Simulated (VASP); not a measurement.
# CuAu (Tetraauricupride): structure and properties in VASP, part 3 of 3

What structure does CuAu (Tetraauricupride) take at this level, and what are its properties? The start is a cell from a database of measured crystal structures.

VASP 6.6.1; rev-vdW-DF2; plane waves and PAW (Cu, Au).

So far. Step 4 (Single point with fields (rev-vdW-DF2)): In this run the pressure is 0.06 GPa, small enough to go on. Step 5 (Bands along the symmetry lines (rev-vdW-DF2)): There is no gap at this level. The relaxed cell has a = 2.837, c = 3.626 Å (conventional setting).

## Step 6: Density of states (rev-vdW-DF2)

Here the states are counted by energy and projected on the atoms. The mesh is finer than in the run before.

The input, INCAR:

```
SYSTEM = CuAu
PREC = Accurate
ENCUT = 400
EDIFF = 1E-06
NELM = 100
ISMEAR = -5
SIGMA = 0.2
LREAL = .FALSE.
ALGO = Normal
GGA = MK
AGGAC = 0
LUSE_VDW = .TRUE.
PARAM1 = 0.1234
PARAM2 = 0.711357
ZAB_VDW = -1.8867
LASPH = .TRUE.
NBANDS = 23
LORBIT = 11
LWAVE = .FALSE.
LCHARG = .FALSE.
KPAR = 2
NEDOS = 2001
```

The input, POSCAR:

```
CuAu
1.0
    2.8367197778      0.0000000000      0.0000000000
    0.0000000000      2.8367197778      0.0000000000
    0.0000000000      0.0000000000      3.6261548694
Cu Au
1 1
Direct
    0.5000000000      0.5000000000      0.5000000000
    0.0000000000      0.0000000000      0.0000000000
```

The input, KPOINTS:

```
Automatic mesh
0
Gamma
10 10 8
0 0 0
```

The projector-augmented-wave data sets are Cu and Au (PBE family, release 64).

Launch:

```console
$ mpirun -np 2 vasp_std
```

The program printed:

```text
[... set-up lines as in an earlier step ...]
 entering main loop
       N       E                     dE             d eps       ncg     rms          rms(c)
DAV:   1     0.113355629110E+03    0.11336E+03   -0.88335E+03  5559   0.110E+03
DAV:   2     0.176634556170E+01   -0.11159E+03   -0.10367E+03  5299   0.233E+02
DAV:   3    -0.328478091574E+01   -0.50511E+01   -0.49992E+01  5740   0.512E+01
DAV:   4    -0.336063891420E+01   -0.75858E-01   -0.75910E-01  5696   0.540E+00
DAV:   5    -0.336312168793E+01   -0.24828E-02   -0.24862E-02  6572   0.106E+00    0.112E+01
DAV:   6    -0.273061669499E+01    0.63250E+00   -0.47859E+00  5841   0.520E+01    0.517E+00
DAV:   7    -0.245352729000E+01    0.27709E+00   -0.20495E+00  6242   0.559E+01    0.582E+00
DAV:   8    -0.236999431149E+01    0.83533E-01   -0.22086E-01  7148   0.100E+01    0.268E+00
DAV:   9    -0.236377887418E+01    0.62154E-02   -0.83108E-03  6693   0.792E-01    0.291E-01
DAV:  10    -0.236215001770E+01    0.16289E-02   -0.46270E-03  6035   0.177E+00    0.532E-02
DAV:  11    -0.236223367216E+01   -0.83654E-04   -0.21647E-04  7574   0.277E-01    0.190E-02
DAV:  12    -0.236224785013E+01   -0.14178E-04   -0.10022E-05  7804   0.712E-02    0.757E-03
DAV:  13    -0.236226060400E+01   -0.12754E-04   -0.88578E-07  3469   0.268E-02    0.330E-03
DAV:  14    -0.236225674672E+01    0.38573E-05   -0.33200E-07  2961   0.123E-02    0.346E-04
DAV:  15    -0.236225717537E+01   -0.42865E-06   -0.18065E-07  2730   0.451E-03
   1 F= -.23622572E+01 E0= -.23622572E+01  d E =0.000000E+00
 -----------------------------------------------------------------------------
|                                                                             |
|           W    W    AA    RRRRR   N    N  II  N    N   GGGG   !!!           |
|           W    W   A  A   R    R  NN   N  II  NN   N  G    G  !!!           |
|           W    W  A    A  R    R  N N  N  II  N N  N  G       !!!           |
|           W WW W  AAAAAA  RRRRR   N  N N  II  N  N N  G  GGG   !            |
|           WW  WW  A    A  R   R   N   NN  II  N   NN  G    G                |
|           W    W  A    A  R    R  N    N  II  N    N   GGGG   !!!           |
|                                                                             |
|     Tetrahedron method does not include variations of the Fermi             |
|     occupations, so forces and stress will be inaccurate. We suggest        |
|     using a different smearing scheme ISMEAR = 1 or 2 for metals in         |
|     relaxations.                                                            |
|                                                                             |
 -----------------------------------------------------------------------------
```

It took 19 s on 2 MPI ranks of Intel Xeon 6975P-C (Granite Rapids), shared host; peak memory 0.53 GiB.

OUTCAR, selected parts (step 6):

```text
   k-points           NKPTS =    105   k-points in BZ     NKDIM =    105   number of bands    NBANDS=     23

   NELECT =      22.0000    total number of electrons

 E-fermi :   8.6604

 k-point     1 :       0.0000    0.0000    0.0000
  band No.  band energies     occupation
    ...
      7       5.7884      2.00000
      8       6.4552      2.00000
      9       6.8603      2.00000
     10       7.0847      2.00000
     11       7.0847      2.00000
     12      11.0529      0.00000
     13      16.9871      0.00000
     14      18.2458      0.00000
     15      18.2458      0.00000
     16      25.0906      0.00000
    ...

Total vdW correction in eV:      3.4104832

  Total        0.0218026      0.0218026      0.0878207      0.0000000     -0.0000000     -0.0000000
  in kB        1.1971236      1.1971236      4.8220095      0.0000000     -0.0000000     -0.0000000
  external PRESSURE =       2.4054189 kB  Pullay stress =       0.0000000 kB

  FREE ENERGIE OF THE ION-ELECTRON SYSTEM (eV)
  ---------------------------------------------------
  free  energy   TOTEN  =        -2.3622571754 eV

  energy  without entropy=       -2.3622571754  energy(sigma->0) =       -2.36225718

Total vdW correction in eV:      3.4104929

[... 7 parts as in an earlier step ...]

[... 10 further parts left out ...]
```

With tetrahedra the forces and stress of a metal are not exact derivatives of the energy.

This step gave:

```yaml
scf_cycles: 15
irreducible_k_points: 105
free_energy_toten: -2.362 eV
fermi_energy: 8.660 eV
pressure: 0.2405 GPa
dos_at_the_fermi_level: 0.5949 states/eV/cell
```

The density of states has structure finer than the step of the table below, so its rows give means over 1 eV, whole bins alone (the curve runs from -11.9 to 7.92 eV). Peaks (eV: height): total -5.7: 5.42, -4.1: 5.53, -2.8: 6.81, -2.3: 8.90; Cu d -2.8: 5.30, -2.3: 7.48, -1.9: 6.57; Au d -6.4: 1.87, -5.7: 3.52, -5.4: 2.84, -4.1: 3.90; Au p -5.7: 0.0768, -2.8: 0.125, 3.3: 0.0793, 6.0: 0.102; Cu p -5.7: 0.139, -5.4: 0.106, -4.8: 0.0702, 0.8: 0.0628.

States under -11.9 eV and over 7.9 eV are left out. Density of states against energy, zero at the Fermi level; means over each step; values in states/eV/cell:

```csv
energy (eV),total,Cu d,Au d,Au p,Cu p,Au s,Cu s
-11,0,0,0,0,0,0,0
-10,0.0111,9.9e-6,5.0e-5,8.0e-5,5.7e-5,0.00417,0.00227
-9,0.149,4.5e-4,0.00330,0.00303,0.00276,0.0529,0.0274
-8,0.325,0.00390,0.0323,0.0103,0.0116,0.103,0.0445
-7,1.17,0.0520,0.510,0.0272,0.0291,0.155,0.101
-6,3.11,0.246,2.04,0.0518,0.0622,0.0918,0.0964
-5,2.99,0.362,2.06,0.0538,0.0637,0.0499,0.0141
-4,3.22,0.594,2.14,0.0606,0.0376,0.0626,0.0155
-3,3.81,2.64,0.652,0.104,0.0409,0.0225,0.0284
-2,6.25,4.89,1.08,0.0358,0.0236,0.0189,0.0167
-1,0.722,0.376,0.126,0.0499,0.0285,0.0257,0.0274
0,0.588,0.148,0.139,0.0615,0.0506,0.0452,0.0232
1,0.574,0.0958,0.127,0.0748,0.0613,0.0493,0.0268
2,0.497,0.0670,0.0884,0.0774,0.0586,0.0394,0.0320
3,0.481,0.0571,0.0728,0.0752,0.0546,0.0533,0.0366
4,0.449,0.0499,0.0611,0.0664,0.0425,0.0662,0.0422
5,0.617,0.0507,0.0832,0.0788,0.0565,0.0712,0.103
6,0.758,0.0552,0.0870,0.0969,0.0812,0.0921,0.119
7,0.633,0.0431,0.0712,0.0866,0.0787,0.0590,0.0955
```

The finer mesh and the other smearing move the Fermi level by +0.05 eV from the 7×7×5 run, one measure of the sampling error in the zero of the bands above. Of the states within 0.3 eV of the Fermi level, the largest shares in the PAW spheres are Au d 25 %, Cu d 24 % and Au p 10 %. The rest lies in smaller channels or between the spheres.

## Step 7: Electric field gradients (rev-vdW-DF2)

Field gradients probe how far the charge around each nucleus departs from cubic symmetry; LASPH keeps the non-spherical terms inside the spheres.

Edit INCAR of step 6 so:

```diff
@@ -3,5 +3,5 @@
 ENCUT = 400
-EDIFF = 1E-06
+EDIFF = 1E-07
 NELM = 100
-ISMEAR = -5
+ISMEAR = 1
 SIGMA = 0.2
@@ -16,3 +16,3 @@
 LASPH = .TRUE.
-NBANDS = 23
+NBANDS = 17
 LORBIT = 11
@@ -21,2 +21,2 @@
 KPAR = 2
-NEDOS = 2001
+LEFG = .TRUE.
```

POSCAR is that of step 6.

The input, KPOINTS:

```
Automatic mesh
0
Gamma
7 7 5
0 0 0
```

Launch:

```console
$ mpirun -np 2 vasp_std
```

The program printed:

```text
[... set-up lines as in an earlier step ...]
 entering main loop
       N       E                     dE             d eps       ncg     rms          rms(c)
[... 11 cycles as in an earlier step ...]
DAV:  12    -0.238725529475E+01    0.37687E-05   -0.59162E-06  1521   0.803E-02    0.481E-03
DAV:  13    -0.238725512682E+01    0.16794E-06   -0.34285E-07  1126   0.111E-02    0.158E-03
DAV:  14    -0.238725513067E+01   -0.38540E-08   -0.11751E-07   606   0.847E-03
ion   1
     0.0000000     0.0000000     0.0000000    -0.2618003     0.0000000    -0.0000000
     0.0000464     0.0000000     0.0000000    -0.2618003     0.0000000    -0.0000000
     0.0000639     0.0000000     0.0000000    -0.2618003     0.0000000    -0.0000000
     0.0000880     0.0000000     0.0000000    -0.2618003     0.0000000    -0.0000000
     0.0001211     0.0000000     0.0000000    -0.2618003     0.0000000    -0.0000000

     0.0000000     0.0000000    -0.0000000     9.4807573    -0.0000000    -0.0000000
     0.0000464     0.0000000    -0.0000000     9.4804688    -0.0000000    -0.0000000
     0.0000639     0.0000000    -0.0000000     9.4802979    -0.0000000    -0.0000000
     0.0000880     0.0000000    -0.0000000     9.4800153    -0.0000000    -0.0000000
     0.0001211     0.0000000    -0.0000000     9.4795504    -0.0000000    -0.0000000

ion   2
     0.0000000     0.0000000     0.0000000     0.8637919     0.0000000     0.0000000
     0.0000676     0.0000000     0.0000000     0.8637919     0.0000000     0.0000000
     0.0000931     0.0000000     0.0000000     0.8637919     0.0000000     0.0000000
     0.0001282     0.0000000     0.0000000     0.8637919     0.0000000     0.0000000
     0.0001766     0.0000000     0.0000000     0.8637919     0.0000000     0.0000000

     0.0000000     0.0000000     0.0000000   -70.5579224     0.0000000     0.0000000
     0.0000676     0.0000000     0.0000000   -70.4073722     0.0000000     0.0000000
     0.0000931     0.0000000     0.0000000   -70.3341236     0.0000000     0.0000000
     0.0001282     0.0000000     0.0000000   -70.2215598     0.0000000     0.0000000
     0.0001766     0.0000000     0.0000000   -70.0493303     0.0000000     0.0000000

   1 F= -.23872551E+01 E0= -.23873575E+01  d E =0.307236E-03
```

Wall time 12 s (2 MPI ranks); peak memory 0.46 GiB.

OUTCAR, selected parts (step 7):

```text
   NELECT =      22.0000    total number of electrons

 E-fermi :   8.6061

 k-point     1 :       0.0000    0.0000    0.0000
  band No.  band energies     occupation
    ...
      7       5.7714      2.00000
      8       6.4397      2.00000
      9       6.8492      2.00000
     10       7.0733      2.00000
     11       7.0733      2.00000
     12      11.0517     -0.00000
     13      16.9865      0.00000
     14      18.2446      0.00000
     15      18.2446      0.00000
     16      25.0888      0.00000
    ...

Total vdW correction in eV:      3.4109560

  Total        0.0306833      0.0306833      0.0177301      0.0000000      0.0000000      0.0000000
  in kB        1.6847448      1.6847448      0.9735142      0.0000000      0.0000000      0.0000000
  external PRESSURE =       1.4476679 kB  Pullay stress =       0.0000000 kB

  FREE ENERGIE OF THE ION-ELECTRON SYSTEM (eV)
  ---------------------------------------------------
  free  energy   TOTEN  =        -2.3872551307 eV

  energy  without entropy=       -2.3875623666  energy(sigma->0) =       -2.38735754

Total vdW correction in eV:      3.4109492

 Electric field gradients after diagonalization (V/A^2)
 (convention: |V_zz| > |V_xx| > |V_yy|)
----------------------------------------------------------------------
 ion       V_xx      V_yy      V_zz     asymmetry (V_yy - V_xx)/ V_zz
----------------------------------------------------------------------
   1       5.807     5.807   -11.614       0.000
   2     -44.488   -44.488    88.977       0.000
----------------------------------------------------------------------

[... 9 parts as in an earlier step ...]

[... 9 further parts left out ...]
```

Numbers from this step:

```
SCF cycles           : 14
bands                : 17
irreducible k-points : 30
free energy (TOTEN)  : -2.387 eV
Fermi energy         : 8.606 eV
pressure             : 0.1448 GPa
```

Electric field gradients, by row:

```csv
atom,Vxx (V/Å²),Vyy (V/Å²),Vzz (V/Å²),asymmetry
Cu1,5.807,5.807,-11.61,0
Au2,-44.49,-44.49,88.98,0
```

The largest gradient, 88.98 V/Å², sits on Au2; times the quadrupole moment of a nucleus that has one, it gives the coupling that NMR and NQR see.

## Step 8: Results

```json
{"relaxed volume": "14.59 Å³/atom", "relaxed conventional cell a, b, c": "2.837, 2.837, 3.626 Å", "space group after relaxing, within 0.02 Å": "P4/mmm (No. 123)", "band gap": "none, a metal", "DOS at the Fermi level": "0.595 states/eV/cell", "largest field gradient Vzz": "88.98 V/Å² on Au2"}
```

**Reading.** With rev-vdW-DF2, CuAu (Tetraauricupride) relaxes to 14.59 Å³/atom in space group P4/mmm (held by the symmetry of the run) and comes out as a metal. Against the listed cell the volume lies +1.4 % (a +1.3 %, c -1.2 %). Bands along the symmetry lines (rev-vdW-DF2): Of the bands kept, 2 cross the Fermi level on this path. Spin-orbit coupling is left out, and with elements this heavy it would split and shift bands near the Fermi level. The k-sampling is coarse for a metal, so the Fermi level, pressures and the shape of the cell carry errors. No search among competing phases was made, and a listed structure need not be the one stable at ambient conditions. All values are for a static lattice at zero temperature.

[Lines on the potential files, build, host, timing and source positions are cut from VASP's logs without a mark.]

[Logs are printed without paths, hosts, clocks, repeated set-up lines and the standing remarks that a program may print on its own settings, such as how far it seeks lower states.]

[Hosts, paths, dates, database ids (printed as entryN), source tags and the programs' standing remarks are cut or masked in the printed files.]

[A measured line is paired with the nearest computed mode of its activity, which favours agreement.]
